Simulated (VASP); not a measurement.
VASP ran on this input.

**INCAR**
```
SYSTEM=SiC
PREC=Accurate; ENCUT=520; LREAL=.False.
LASPH=.True.; ISYM=3
EDIFF=1E-6; NELM=60; ALGO=Normal
ISMEAR=0; SIGMA=0.05
GGA=PE; LHFCALC=.True.; AEXX=0.25
HFRCUT=-1; PRECFOCK=Fast
ISIF=2
LWAVE=.False.; LCHARG=.False.
```

### POSCAR
```
SiC
4.2438660
  0.0000000000   0.5000000499   0.5000000499
  0.5000000499   0.0000000000   0.5000000499
  0.5000000499   0.5000000499   0.0000000000
Si C
1 1
Cart
  0.0000000000   0.0000000000   0.0000000000
  0.2500000249   0.2500000249   0.2500000249
```

File KPOINTS:
```
Regular mesh
0
Gamma
8 8 8
```

POTCAR, in this order: Si C (PBE.64 set). Program: vasp_std. Read from the step before: WAVECAR.

**Question.** Translate this PBE0 calculation to Quantum ESPRESSO's pw.x.

**Answer.** One equivalent input (not run):
```
&CONTROL
  calculation = 'scf'
  pseudo_dir = './pseudo'
  outdir = './out'
  tprnfor = .true.
  tstress = .false.
/
&SYSTEM
  ibrav = 0
  nat = 2
  ntyp = 2
  ecutwfc = 82
  occupations = 'smearing'
  smearing = 'gaussian'
  degauss = 0.003675
  input_dft = 'pbe0'
  nqx1 = 8
  nqx2 = 8
  nqx3 = 8
/
&ELECTRONS
  conv_thr = 7.3e-08
  electron_maxstep = 60
/
ATOMIC_SPECIES
  Si 28.085 Si.upf
  C 12.011 C.upf
CELL_PARAMETERS angstrom
     0.0000000    2.1219332    2.1219332
     2.1219332    0.0000000    2.1219332
     2.1219332    2.1219332    0.0000000
ATOMIC_POSITIONS crystal
  Si   0.0000000  0.0000000  0.0000000
  C    0.2500000  0.2500000  0.2500000
K_POINTS automatic
  8 8 8 0 0 0
```
What does not carry over: the potentials are each code's own (VASP's PAW set, PseudoDojo norm-conserving files in pw.x), so ENCUT and ecutwfc are chosen apart and not converted; conv_thr bounds pw.x's estimated SCF error, while EDIFF bounds the energy change between steps; the singularity of exact exchange is treated differently by default.

The compound is SiC in the zinc blende structure. This cell is one point of a volume scan, at 0.91 of the reference volume.
